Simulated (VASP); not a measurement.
Output of a VASP run:

OUTCAR:
```
 ion  position               nearest neighbor table
   1  0.000  0.000  0.000-   2 2.85   2 2.85   2 2.85   2 2.85   2 2.85   2 2.85   2 2.85   2 2.85
  LATTYP: Found a simple tetragonal cell.
 ALAT       =     2.8300000000
 C/A-ratio  =     1.4381625442
 Subroutine PRICEL returns:
 Original cell was already a primitive cell.
 Subroutine GETGRP returns: Found 16 space group operations
The static configuration has the point symmetry D_4h.
The dynamic configuration has the point symmetry D_4h.
 Subroutine INISYM returns: Found 16 space group operations
 Subroutine IBZKPT returns following result:
 Found    140 irreducible k-points:

 Following reciprocal coordinates:
            Coordinates               Weight
  0.000000  0.000000  0.000000      1.000000
  0.083333  0.000000  0.000000      4.000000
  0.166667  0.000000  0.000000      4.000000
  0.250000  0.000000  0.000000      4.000000
  0.333333  0.000000  0.000000      4.000000
  0.416667  0.000000  0.000000      4.000000
  0.500000  0.000000  0.000000      2.000000
  0.083333  0.083333  0.000000      4.000000
  0.166667  0.083333  0.000000      8.000000
  0.250000  0.083333  0.000000      8.000000
  0.333333  0.083333  0.000000      8.000000
  0.416667  0.083333  0.000000      8.000000
  0.500000  0.083333  0.000000      4.000000
  0.166667  0.166667  0.000000      4.000000
  0.250000  0.166667  0.000000      8.000000
  0.333333  0.166667  0.000000      8.000000
  0.416667  0.166667  0.000000      8.000000
  0.500000  0.166667  0.000000      4.000000
  0.250000  0.250000  0.000000      4.000000
  0.333333  0.250000  0.000000      8.000000
  0.416667  0.250000  0.000000      8.000000
  0.500000  0.250000  0.000000      4.000000
  0.333333  0.333333  0.000000      4.000000
  0.416667  0.333333  0.000000      8.000000
  0.500000  0.333333  0.000000      4.000000
  0.416667  0.416667  0.000000      4.000000
  0.500000  0.416667  0.000000      4.000000
  0.500000  0.500000  0.000000      1.000000
  0.000000  0.000000  0.125000      2.000000
  0.083333  0.000000  0.125000      8.000000
  0.166667  0.000000  0.125000      8.000000
  0.250000  0.000000  0.125000      8.000000
  0.333333  0.000000  0.125000      8.000000
  0.416667  0.000000  0.125000      8.000000
  0.500000  0.000000  0.125000      4.000000
  0.083333  0.083333  0.125000      8.000000
  0.166667  0.083333  0.125000     16.000000
  0.250000  0.083333  0.125000     16.000000
  0.333333  0.083333  0.125000     16.000000
  0.416667  0.083333  0.125000     16.000000
   k-points           NKPTS =    140   k-points in BZ     NKDIM =    140   number of bands    NBANDS=     11
   number of dos      NEDOS =    301   number of ions     NIONS =      2
   total plane-waves  NPLWV =  17280
   dimension x,y,z NGX =    24 NGY =   24 NGZ =   30
   dimension x,y,z NGXF=    48 NGYF=   48 NGZF=   60
   ions per type =               1   1
   PREC   = accura    normal or accurate (medium, high low for compatibility)
   ISTART =      0    job   : 0-new  1-cont  2-samecut
   ICHARG =      2    charge: 1-file 2-atom 10-const
   ISPIN  =      1    spin polarized calculation?
   LNONCOLLINEAR =      F non collinear calculations
   LSORBIT =      F    spin-orbit coupling
   INIWAV =      1    electr: 0-lowe 1-rand  2-diag
   ENCUT  =  520.0 eV  38.22 Ry    6.18 a.u.   5.26  5.26  7.57*2*pi/ulx,y,z
   NELM   =    100;   NELMIN=  2; NELMDL= -5     # of ELM steps
   EDIFF  = 0.1E-05   stopping-criterion for ELM
   LREAL  =      F    real-space projection
   NLSPLINE    = F    spline interpolate recip. space projectors
   LMAXMIX     =    4 max onsite mixed and CHGCAR
   VOSKOWN=      0    Vosko Wilk Nusair interpolation
   EDIFFG = -.1E-01   stopping-criterion for IOM
   NSW    =     60    number of steps for IOM
   NBLOCK =      1;   KBLOCK =     60    inner block; outer block
   IBRION =      2    ionic relax: 0-MD 1-quasi-New 2-CG
...
```

### OSZICAR
```
...
       N       E                     dE             d eps       ncg     rms          rms(c)
DAV:   1    -0.128790092675E+02   -0.48499E+00   -0.10372E+01  3426   0.493E+01    0.614E+00
DAV:   2    -0.124093918013E+02    0.46962E+00   -0.34211E+00  3651   0.235E+01    0.144E+00
DAV:   3    -0.123598904242E+02    0.49501E-01   -0.30872E-01  3508   0.561E+00    0.568E-01
DAV:   4    -0.123623812401E+02   -0.24908E-02   -0.73689E-02  3473   0.228E+00    0.356E-01
DAV:   5    -0.123673633264E+02   -0.49821E-02   -0.76103E-03  4162   0.758E-01    0.180E-01
DAV:   6    -0.123709174859E+02   -0.35542E-02   -0.77306E-03  4698   0.476E-01    0.988E-02
DAV:   7    -0.123712618467E+02   -0.34436E-03   -0.55539E-04  3803   0.202E-01    0.101E-02
DAV:   8    -0.123712770143E+02   -0.15168E-04   -0.83412E-05  4197   0.646E-02    0.215E-02
DAV:   9    -0.123712976118E+02   -0.20597E-04   -0.45754E-05  3741   0.614E-02    0.609E-03
DAV:  10    -0.123712977362E+02   -0.12447E-06   -0.57446E-06  3295   0.198E-02
   2 F= -.12962784E+02 E0= -.12963010E+02  d E =-.511775E-02
       N       E                     dE             d eps       ncg     rms          rms(c)
DAV:   1    -0.124769268094E+02   -0.10563E+00   -0.17445E+00  3498   0.207E+01    0.270E+00
DAV:   2    -0.124005185709E+02    0.76408E-01   -0.79066E-01  3751   0.108E+01    0.700E-01
DAV:   3    -0.123848671203E+02    0.15651E-01   -0.85859E-02  3589   0.298E+00    0.188E-01
DAV:   4    -0.123856648252E+02   -0.79770E-03   -0.10495E-02  3613   0.733E-01    0.123E-01
DAV:   5    -0.123869482608E+02   -0.12834E-02   -0.21613E-03  4213   0.361E-01    0.960E-02
DAV:   6    -0.123872872073E+02   -0.33895E-03   -0.10222E-03  4509   0.223E-01    0.319E-02
DAV:   7    -0.123873233619E+02   -0.36155E-04   -0.10497E-04  4133   0.867E-02    0.420E-03
DAV:   8    -0.123873235211E+02   -0.15916E-06   -0.96771E-06  3707   0.329E-02
   3 F= -.12967373E+02 E0= -.12967594E+02  d E =-.970738E-02
       N       E                     dE             d eps       ncg     rms          rms(c)
DAV:   1    -0.123877341908E+02   -0.41083E-03   -0.15156E-03  3555   0.615E-01    0.797E-02
DAV:   2    -0.123876640833E+02    0.70107E-04   -0.61407E-04  3694   0.305E-01    0.193E-02
DAV:   3    -0.123876530795E+02    0.11004E-04   -0.60706E-05  3594   0.787E-02    0.703E-03
DAV:   4    -0.123876529448E+02    0.13470E-06   -0.93188E-06  3255   0.241E-02
   4 F= -.12967369E+02 E0= -.12967589E+02  d E =-.970280E-02
       N       E                     dE             d eps       ncg     rms          rms(c)
DAV:   1    -0.123876695504E+02   -0.16471E-04   -0.16061E-03  3213   0.678E-01    0.406E-02
DAV:   2    -0.123876456505E+02    0.23900E-04   -0.74547E-05  3155   0.982E-02    0.202E-02
DAV:   3    -0.123876382034E+02    0.74471E-05   -0.11711E-05  3751   0.459E-02    0.629E-03
DAV:   4    -0.123876377058E+02    0.49754E-06   -0.15701E-06  2948   0.144E-02
   5 F= -.12967368E+02 E0= -.12967592E+02  d E =0.496603E-06
       N       E                     dE             d eps       ncg     rms          rms(c)
DAV:   1    -0.123876703516E+02   -0.32148E-04   -0.22214E-03  3189   0.797E-01    0.478E-02
DAV:   2    -0.123876371083E+02    0.33243E-04   -0.99831E-05  3155   0.114E-01    0.240E-02
DAV:   3    -0.123876265661E+02    0.10542E-04   -0.16187E-05  3787   0.536E-02    0.668E-03
DAV:   4    -0.123876259878E+02    0.57828E-06   -0.19062E-06  3098   0.164E-02
   6 F= -.12967374E+02 E0= -.12967600E+02  d E =-.534680E-05
```

OUTCAR:
```
------------------------ aborting loop because EDIFF is reached ----------------------------------------
  Edisp (eV):   -0.57975
  FORCE on cell =-STRESS in cart. coord.  units (eV):
  Direction    XX          YY          ZZ          XY          YZ          ZX
  --------------------------------------------------------------------------------------
  Total      -0.01605    -0.01605    -0.01642     0.00000     0.00000     0.00000
  in kB      -0.81150    -0.81150    -0.83026     0.00000     0.00000     0.00000
  external pressure =       -0.82 kB  Pullay stress =        0.00 kB
  volume of cell :       31.69
      direct lattice vectors                 reciprocal lattice vectors
     2.805505441  0.000000000  0.000000000     0.356442011  0.000000000  0.000000000
     0.000000000  2.805505441 -0.000000000     0.000000000  0.356442011 -0.000000000
     0.000000000  0.000000000  4.025912279     0.000000000  0.000000000  0.248390906
 POSITION                                       TOTAL-FORCE (eV/Angst)
 -----------------------------------------------------------------------------------
      0.00000      0.00000      0.00000         0.000000     -0.000000      0.000000
      1.40275      1.40275      2.01296         0.000000      0.000000      0.000000
 -----------------------------------------------------------------------------------
    total drift:                                0.000000      0.000000      0.000000
  FREE ENERGIE OF THE ION-ELECTRON SYSTEM (eV)
  ---------------------------------------------------
  free  energy   TOTEN  =       -12.9673740119 eV

  energy  without entropy=      -12.9680527136  energy(sigma->0) =      -12.96760025

 reached required accuracy - stopping structural energy minimisation
```
(Selected blocks of OUTCAR.)

### POSCAR
```
TiAl
1
    2.8300000000     0.0000000000     0.0000000000
    0.0000000000     2.8300000000     0.0000000000
    0.0000000000     0.0000000000     4.0700000000
Ti Al
1 1
Direct
  0.0000000000   0.0000000000   0.0000000000
  0.5000000000   0.5000000000   0.5000000000
```

Reconstruct the remaining input files.

This is not unique; one that fits is the input of the run itself, PBE GGA with D4 dispersion, plane waves, VASP's PBE PAW potentials (set 64).

INCAR:
```
ALGO  =  Normal
EDIFF  =  1E-6
EDIFFG  =  -0.01
ENCUT  =  520
GGA  =  PE
IBRION  =  2
ISIF  =  3
ISMEAR  =  1
IVDW  =  13
LASPH  =  .TRUE.
LCHARG  =  .FALSE.
LMAXMIX  =  4
LREAL  =  .FALSE.
LWAVE  =  .FALSE.
NELM  =  100
NSW  =  60
PREC  =  Accurate
SIGMA  =  0.1
SYSTEM  =  TiAl
```

File KPOINTS:
```
Automatic mesh
0
Gamma
12 12 8
0 0 0
```

POTCAR, in this order: Ti_sv Al (PBE.64 set). Program: vasp_std.

Energy and stress use the plane-wave basis of the starting cell.

The compound is TiAl in the L1_0 structure. This run relaxes it. Symmetry was kept, so distortions that lower it aren't found. The electron count is odd and the run is not spin-polarised, which forces a metal.
